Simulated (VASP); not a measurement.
Method: PBE GGA, VASP's PBE PAW potentials (set 64) (plane waves; VASP).

VASP ran on this input.

### INCAR
```
SYSTEM = Er
PREC = Accurate
ENCUT = 300
EDIFF = 1E-6
NELM = 100
ALGO = Normal
LREAL = .FALSE.
LASPH = .TRUE.
ISMEAR = 0
SIGMA = 0.136
GGA = PE
LMAXMIX = 6
LWAVE = .FALSE.
LCHARG = .FALSE.
ISIF = 2
ISPIN = 2
MAGMOM = 3.0 3.0 3.0 3.0
LORBIT = 11
```

**KPOINTS**
```
Automatic mesh
0
Gamma
3 3 1
0 0 0
```

File POSCAR:
```
Er
1.0
  3.4958700000   0.0000000000   0.0000000000
 -1.7479350000   3.0275120000   0.0000000000
  0.0000000000   0.0000000000  11.2479850000
Er
4
Cartesian
  0.0000000000   0.0000000000   0.0000000000
  0.0000000000   0.0000000000   5.6239925000
 -0.0000017479   2.0183423425   2.8119962500
  1.7479367479   1.0091696575   8.4359887500
```

POTCAR, in this order: Er (PBE.64 set). Program: vasp_std.

Output of the run:

### OUTCAR
```
 ion  position               nearest neighbor table
   1  0.000  0.000  0.000-   3 3.46   4 3.46   3 3.46   4 3.46   4 3.46   3 3.46
   2  0.000  0.000  0.500-   3 3.46   4 3.46   3 3.46   4 3.46   4 3.46   3 3.46
   3  0.333  0.667  0.250-   1 3.46   2 3.46   1 3.46   2 3.46   1 3.46   2 3.46
   4  0.667  0.333  0.750-   1 3.46   2 3.46   1 3.46   2 3.46   1 3.46   2 3.46
  LATTYP: Found a hexagonal cell.
 ALAT       =     3.4958700000
 C/A-ratio  =     3.2175066579
 Subroutine PRICEL returns:
 Original cell was already a primitive cell.
 Subroutine GETGRP returns: Found 24 space group operations
The static configuration has the point symmetry D_3d.
 The point group associated with its full space group is D_6h.
The dynamic configuration has the point symmetry D_3d.
The overall configuration has the point symmetry D_3d.
 Subroutine INISYM returns: Found 24 space group operations
 Subroutine IBZKPT returns following result:
 Found      3 irreducible k-points:

 Following reciprocal coordinates:
            Coordinates               Weight
  0.000000  0.000000  0.000000      1.000000
  0.333333  0.000000  0.000000      6.000000
  0.333333  0.333333  0.000000      2.000000
   k-points           NKPTS =      3   k-points in BZ     NKDIM =      3   number of bands    NBANDS=     58
   number of dos      NEDOS =    301   number of ions     NIONS =      4
   total plane-waves  NPLWV =  25600
   dimension x,y,z NGX =    20 NGY =   20 NGZ =   64
   dimension x,y,z NGXF=    40 NGYF=   40 NGZF=  128
   ions per type =               4
   PREC   = accura    normal or accurate (medium, high low for compatibility)
   ISTART =      0    job   : 0-new  1-cont  2-samecut
   ICHARG =      2    charge: 1-file 2-atom 10-const
   ISPIN  =      2    spin polarized calculation?
   LNONCOLLINEAR =      F non collinear calculations
   LSORBIT =      F    spin-orbit coupling
   INIWAV =      1    electr: 0-lowe 1-rand  2-diag
   ENCUT  =  300.0 eV  22.05 Ry    4.70 a.u.   4.94  4.94 15.89*2*pi/ulx,y,z
   NELM   =    100;   NELMIN=  2; NELMDL= -5     # of ELM steps
   EDIFF  = 0.1E-05   stopping-criterion for ELM
...
```

### OSZICAR
```
...
DAV:  12    -0.564618358220E+02    0.10063E+02   -0.28010E+02  1206   0.118E+02    0.619E+02
DAV:  13    -0.750974154056E+02   -0.18636E+02   -0.76102E+01  1260   0.410E+01    0.191E+02
DAV:  14    -0.475332397317E+02    0.27564E+02   -0.22354E+01  1228   0.322E+01    0.141E+02
DAV:  15    -0.386922362346E+02    0.88410E+01   -0.88105E+00  1292   0.313E+01    0.125E+02
DAV:  16    -0.492373087629E+02   -0.10545E+02   -0.82478E+00  1092   0.326E+01    0.123E+02
DAV:  17    -0.523218043869E+02   -0.30845E+01   -0.69490E+00  1352   0.112E+01    0.128E+02
DAV:  18    -0.571249224248E+02   -0.48031E+01   -0.15103E+00  1280   0.754E+00    0.135E+02
DAV:  19    -0.621014467305E+02   -0.49765E+01   -0.47656E-01  1136   0.662E+00    0.140E+02
DAV:  20    -0.705176534668E+02   -0.84162E+01   -0.21777E+00  1024   0.126E+01    0.152E+02
DAV:  21    -0.743327669271E+02   -0.38151E+01   -0.24648E+00  1136   0.929E+00    0.161E+02
DAV:  22    -0.740067786174E+02    0.32599E+00   -0.10599E+00  1020   0.105E+01    0.163E+02
DAV:  23    -0.763914068828E+02   -0.23846E+01   -0.16639E+01   920   0.231E+01    0.171E+02
DAV:  24    -0.753529555604E+02    0.10385E+01   -0.29485E+00  1330   0.880E+00    0.177E+02
DAV:  25    -0.794423317774E+02   -0.40894E+01   -0.91299E-01  1192   0.705E+00    0.187E+02
DAV:  26    -0.831171390781E+02   -0.36748E+01   -0.69083E-01  1292   0.400E+00    0.192E+02
DAV:  27    -0.818450015743E+02    0.12721E+01   -0.17143E-01  1320   0.290E+00    0.195E+02
DAV:  28    -0.782427088878E+02    0.36023E+01   -0.10190E-01  1092   0.352E+00    0.191E+02
DAV:  29    -0.612831963500E+02    0.16960E+02   -0.14526E+00   948   0.153E+01    0.176E+02
DAV:  30    -0.570742646847E+02    0.42089E+01   -0.34622E+00  1074   0.119E+01    0.181E+02
DAV:  31    -0.566927320582E+02    0.38153E+00   -0.62121E-01  1236   0.369E+00    0.180E+02
DAV:  32    -0.559426776108E+02    0.75005E+00   -0.21625E-01  1028   0.383E+00    0.182E+02
DAV:  33    -0.576436675270E+02   -0.17010E+01   -0.15670E-01  1128   0.261E+00    0.184E+02
DAV:  34    -0.546994697532E+02    0.29442E+01   -0.20611E-01   876   0.786E+00    0.184E+02
DAV:  35    -0.564032081515E+02   -0.17037E+01   -0.27210E-01  1016   0.612E+00    0.191E+02
DAV:  36    -0.565015714619E+02   -0.98363E-01   -0.98861E-02  1184   0.185E+00    0.193E+02
DAV:  37    -0.564887890108E+02    0.12782E-01   -0.17066E-02  1344   0.667E-01    0.194E+02
DAV:  38    -0.577396548093E+02   -0.12509E+01   -0.73872E-01   972   0.646E+00    0.204E+02
DAV:  39    -0.578402415955E+02   -0.10059E+00   -0.16057E-01  1100   0.238E+00    0.208E+02
DAV:  40    -0.545877925020E+02    0.32524E+01   -0.34077E-01   940   0.476E+00    0.204E+02
DAV:  41    -0.450892445439E+02    0.94985E+01   -0.33978E+00   936   0.111E+01    0.195E+02
DAV:  42    -0.500510467106E+02   -0.49618E+01   -0.85770E-01  1072   0.601E+00    0.192E+02
DAV:  43    -0.471261142764E+02    0.29249E+01   -0.11591E+00  1006   0.833E+00    0.182E+02
DAV:  44    -0.549187496716E+02   -0.77926E+01   -0.16620E+00  1004   0.908E+00    0.177E+02
DAV:  45    -0.542476194688E+02    0.67113E+00   -0.41773E-01  1124   0.460E+00    0.171E+02
DAV:  46    -0.541851541820E+02    0.62465E-01   -0.12105E-01  1340   0.176E+00    0.168E+02
DAV:  47    -0.466343962984E+02    0.75508E+01   -0.11748E+00  1080   0.990E+00    0.161E+02
DAV:  48    -0.350330784930E+02    0.11601E+02   -0.42153E+00  1080   0.196E+01    0.146E+02
DAV:  49    -0.364948270040E+02   -0.14617E+01   -0.18429E+00  1166   0.782E+00    0.139E+02
DAV:  50    -0.346113540890E+02    0.18835E+01   -0.45900E-01  1200   0.572E+00    0.139E+02
DAV:  51    -0.418570957965E+02   -0.72457E+01   -0.38644E+01  1148   0.889E+01    0.172E+02
DAV:  52    -0.237231017390E+02    0.18134E+02   -0.30712E+01  1116   0.335E+01    0.113E+02
DAV:  53    -0.187487438160E+02    0.49744E+01   -0.66878E+00  1298   0.154E+01    0.104E+02
DAV:  54    -0.207219686796E+02   -0.19732E+01   -0.28706E+00  1228   0.102E+01    0.113E+02
DAV:  55    -0.270821097243E+02   -0.63601E+01   -0.25791E+00  1132   0.161E+01    0.128E+02
DAV:  56    -0.639103975052E+02   -0.36828E+02   -0.26880E+01  1248   0.612E+01    0.176E+02
DAV:  57    -0.736179934379E+02   -0.97076E+01   -0.22567E+01  1224   0.238E+01    0.180E+02
DAV:  58    -0.713913282217E+02    0.22267E+01   -0.56245E+00  1360   0.121E+01    0.176E+02
DAV:  59    -0.747164738991E+02   -0.33251E+01   -0.19592E+00  1194   0.955E+00    0.180E+02
DAV:  60    -0.766443834455E+02   -0.19279E+01   -0.79787E-01  1336   0.484E+00    0.180E+02
DAV:  61    -0.988312067613E+02   -0.22187E+02   -0.23787E+01   934   0.345E+01    0.201E+02
DAV:  62    -0.109570039102E+03   -0.10739E+02   -0.93857E+00  1138   0.238E+01    0.200E+02
DAV:  63    -0.114284613727E+03   -0.47146E+01   -0.16347E+01   964   0.213E+01    0.197E+02
DAV:  64    -0.114866150997E+03   -0.58154E+00   -0.29380E+00  1216   0.972E+00    0.196E+02
DAV:  65    -0.102709761150E+03    0.12156E+02   -0.21741E+00  1012   0.155E+01    0.196E+02
DAV:  66    -0.966016156573E+02    0.61081E+01   -0.11205E+01   858   0.297E+01    0.196E+02
DAV:  67    -0.976407872975E+02   -0.10392E+01   -0.44684E+00  1160   0.179E+01    0.197E+02
DAV:  68    -0.979604016703E+02   -0.31961E+00   -0.17777E+00  1224   0.127E+01    0.197E+02
DAV:  69    -0.972533339219E+02    0.70707E+00   -0.63805E-01  1280   0.514E+00    0.197E+02
DAV:  70    -0.970563086707E+02    0.19703E+00   -0.14172E-01  1334   0.233E+00    0.197E+02
DAV:  71    -0.794881215634E+02    0.17568E+02   -0.37510E+00  1096   0.390E+01    0.197E+02
DAV:  72    -0.803057647616E+02   -0.81764E+00   -0.38666E+00  1196   0.188E+01    0.200E+02
DAV:  73    -0.831446523973E+02   -0.28389E+01   -0.15928E+00  1160   0.176E+01    0.193E+02
DAV:  74    -0.838114973394E+02   -0.66684E+00   -0.62069E-01  1264   0.495E+00    0.193E+02
DAV:  75    -0.803779395181E+02    0.34336E+01   -0.54071E-01  1040   0.696E+00    0.193E+02
DAV:  76    -0.325806918946E+02    0.47797E+02   -0.23685E+01  1120   0.711E+01    0.166E+02
DAV:  77    -0.204410877766E+02    0.12140E+02   -0.20999E+01  1158   0.477E+01    0.173E+02
DAV:  78    -0.478382965563E+02   -0.27397E+02   -0.18354E+01  1088   0.495E+01    0.191E+02
DAV:  79    -0.656108981966E+02   -0.17773E+02   -0.69798E+00  1138   0.369E+01    0.194E+02
DAV:  80    -0.622997364984E+02    0.33112E+01   -0.57833E+00  1174   0.184E+01    0.193E+02
DAV:  81    -0.835928052876E+02   -0.21293E+02   -0.82053E+00  1116   0.221E+01    0.195E+02
DAV:  82    -0.729934865403E+02    0.10599E+02   -0.19847E+00  1188   0.162E+01    0.191E+02
DAV:  83    -0.723500919712E+02    0.64339E+00   -0.86725E-01  1240   0.591E+00    0.191E+02
DAV:  84    -0.724185511741E+02   -0.68459E-01   -0.26934E-01  1360   0.309E+00    0.192E+02
DAV:  85    -0.729662494238E+02   -0.54770E+00   -0.87542E-02  1216   0.461E+00    0.192E+02
DAV:  86    -0.831053760944E+02   -0.10139E+02   -0.10596E+01   898   0.200E+01    0.190E+02
DAV:  87    -0.617445032013E+02    0.21361E+02   -0.33161E+01  1022   0.436E+01    0.167E+02
DAV:  88    -0.555405105477E+02    0.62040E+01   -0.12833E+01  1146   0.167E+01    0.161E+02
DAV:  89    -0.539918259909E+02    0.15487E+01   -0.25331E+00  1230   0.779E+00    0.161E+02
DAV:  90    -0.542177507167E+02   -0.22592E+00   -0.73621E-01  1312   0.589E+00    0.162E+02
DAV:  91    -0.789606376885E+01    0.46322E+02   -0.11550E+02   900   0.804E+01    0.908E+01
DAV:  92    -0.106403605892E+02   -0.27443E+01   -0.18828E+01  1164   0.362E+01    0.510E+01
DAV:  93    -0.111908032344E+02   -0.55044E+00   -0.63597E+00  1204   0.266E+01    0.583E+01
DAV:  94    -0.133599789176E+02   -0.21692E+01   -0.22829E+00  1224   0.136E+01    0.617E+01
DAV:  95    -0.147725861642E+02   -0.14126E+01   -0.13311E+00  1080   0.901E+00    0.590E+01
DAV:  96    -0.182708176760E+02   -0.34982E+01   -0.33960E+00   934   0.211E+01    0.854E+01
DAV:  97    -0.156868849019E+02    0.25839E+01   -0.13538E+00   974   0.227E+01    0.779E+01
DAV:  98    -0.136301827669E+02    0.20567E+01   -0.11406E+01   896   0.245E+01    0.570E+01
DAV:  99    -0.184185670830E+02   -0.47884E+01   -0.29664E+00   924   0.364E+01    0.742E+01
DAV: 100    -0.188451210698E+02   -0.42655E+00   -0.11225E+00  1046   0.855E+00
   1 F= -.18845121E+02 E0= -.18760616E+02  d E =-.169011E+00  mag=    12.4059
```

**OUTCAR**
```
------------------------ aborting loop EDIFF was not reached (unconverged)  ----------------------------
  FORCE on cell =-STRESS in cart. coord.  units (eV):
  Direction    XX          YY          ZZ          XY          YZ          ZX
  --------------------------------------------------------------------------------------
  Total       77.3345193     77.3345076    -30.3483297      0.0000000      0.0000000      0.0000000
  in kB     1040.8019483   1040.8017913   -408.4411584      0.0000000      0.0000000      0.0000000
  external PRESSURE =     557.7208604 kB  Pullay stress =       0.0000000 kB
  volume of cell :      119.05
      direct lattice vectors                 reciprocal lattice vectors
     3.495870000  0.000000000  0.000000000     0.286051827  0.165152112  0.000000000
    -1.747935000  3.027512000  0.000000000     0.000000000  0.330304223  0.000000000
     0.000000000  0.000000000 11.247985000     0.000000000  0.000000000  0.088904813
 POSITION                                       TOTAL-FORCE (eV/Angst)
 -----------------------------------------------------------------------------------
      0.00000      0.00000      0.00000         0.000000      0.000000      0.000000
      0.00000      0.00000      5.62399         0.000000      0.000000      0.000000
     -0.00000      2.01834      2.81200         0.000000      0.000000      0.000000
      1.74794      1.00917      8.43599        -0.000000     -0.000000      0.000000
 -----------------------------------------------------------------------------------
    total drift:                               -0.000000     -0.000000      0.000000
  FREE ENERGIE OF THE ION-ELECTRON SYSTEM (eV)
  ---------------------------------------------------
  free  energy   TOTEN  =       -18.8451210698 eV

  energy  without entropy=      -18.6761101045  energy(sigma->0) =      -18.76061559

 total charge

# of ion       s       p       d       f       tot
--------------------------------------------------
    1        2.137   5.773   0.526  13.078  21.515
    2        2.137   5.773   0.526  13.078  21.515
    3        2.130   5.799   0.590   8.697  17.216
    4        2.130   5.799   0.590   8.697  17.216
--------------------------------------------------
tot          8.535  23.145   2.232  43.550  77.462

 magnetization (x)

# of ion       s       p       d       f       tot
--------------------------------------------------
    1        0.004  -0.006   0.100   0.736   0.835
    2        0.004  -0.006   0.100   0.736   0.835
    3        0.019   0.045   0.281   4.744   5.089
    4        0.019   0.045   0.281   4.744   5.089
--------------------------------------------------
tot          0.047   0.079   0.761  10.960  11.847
```
(Selected blocks of OUTCAR.)

stdout:
```
...
DAV:  81    -0.835928052876E+02   -0.21293E+02   -0.82053E+00  1116   0.221E+01    0.195E+02
DAV:  82    -0.729934865403E+02    0.10599E+02   -0.19847E+00  1188   0.162E+01    0.191E+02
DAV:  83    -0.723500919712E+02    0.64339E+00   -0.86725E-01  1240   0.591E+00    0.191E+02
DAV:  84    -0.724185511741E+02   -0.68459E-01   -0.26934E-01  1360   0.309E+00    0.192E+02
DAV:  85    -0.729662494238E+02   -0.54770E+00   -0.87542E-02  1216   0.461E+00    0.192E+02
DAV:  86    -0.831053760944E+02   -0.10139E+02   -0.10596E+01   898   0.200E+01    0.190E+02
DAV:  87    -0.617445032013E+02    0.21361E+02   -0.33161E+01  1022   0.436E+01    0.167E+02
DAV:  88    -0.555405105477E+02    0.62040E+01   -0.12833E+01  1146   0.167E+01    0.161E+02
DAV:  89    -0.539918259909E+02    0.15487E+01   -0.25331E+00  1230   0.779E+00    0.161E+02
DAV:  90    -0.542177507167E+02   -0.22592E+00   -0.73621E-01  1312   0.589E+00    0.162E+02
DAV:  91    -0.789606376885E+01    0.46322E+02   -0.11550E+02   900   0.804E+01    0.908E+01
DAV:  92    -0.106403605892E+02   -0.27443E+01   -0.18828E+01  1164   0.362E+01    0.510E+01
DAV:  93    -0.111908032344E+02   -0.55044E+00   -0.63597E+00  1204   0.266E+01    0.583E+01
DAV:  94    -0.133599789176E+02   -0.21692E+01   -0.22829E+00  1224   0.136E+01    0.617E+01
DAV:  95    -0.147725861642E+02   -0.14126E+01   -0.13311E+00  1080   0.901E+00    0.590E+01
DAV:  96    -0.182708176760E+02   -0.34982E+01   -0.33960E+00   934   0.211E+01    0.854E+01
DAV:  97    -0.156868849019E+02    0.25839E+01   -0.13538E+00   974   0.227E+01    0.779E+01
DAV:  98    -0.136301827669E+02    0.20567E+01   -0.11406E+01   896   0.245E+01    0.570E+01
DAV:  99    -0.184185670830E+02   -0.47884E+01   -0.29664E+00   924   0.364E+01    0.742E+01
DAV: 100    -0.188451210698E+02   -0.42655E+00   -0.11225E+00  1046   0.855E+00

 -----------------------------------------------------------------------------
|                                                                             |
|           W    W    AA    RRRRR   N    N  II  N    N   GGGG   !!!           |
|           W    W   A  A   R    R  NN   N  II  NN   N  G    G  !!!           |
|           W    W  A    A  R    R  N N  N  II  N N  N  G       !!!           |
|           W WW W  AAAAAA  RRRRR   N  N N  II  N  N N  G  GGG   !            |
|           WW  WW  A    A  R   R   N   NN  II  N   NN  G    G                |
|           W    W  A    A  R    R  N    N  II  N    N   GGGG   !!!           |
|                                                                             |
|     The electronic self-consistency was not achieved in the given           |
|     number of steps (NELM). The forces and other quantities evaluated       |
|     might not be reliable so examine the results carefully. If you find     |
|     spurious results, we suggest increasing NELM, if you were close to      |
|     convergence or switching to a different ALGO or adjusting the           |
|     density mixing parameters otherwise.                                    |
|                                                                             |
 -----------------------------------------------------------------------------

   1 F= -.18845121E+02 E0= -.18760616E+02  d E =-.169011E+00  mag=    12.4059
```

Convergence was not reached.

At this cut-off the stress carries a Pulay error, which pulls relaxed volumes low.

The structure was generated: Er was put into an ordered model structure, which need not be its known phase. The cell was not relaxed at this level. The k-mesh is coarse (spacing up to 0.69 per Å, 2π included), so the numbers may not be converged in it. The run is one of a series of settings (KPOINTS 3×3×1 Γ-centred mesh against the base run), some of them coarse on purpose.
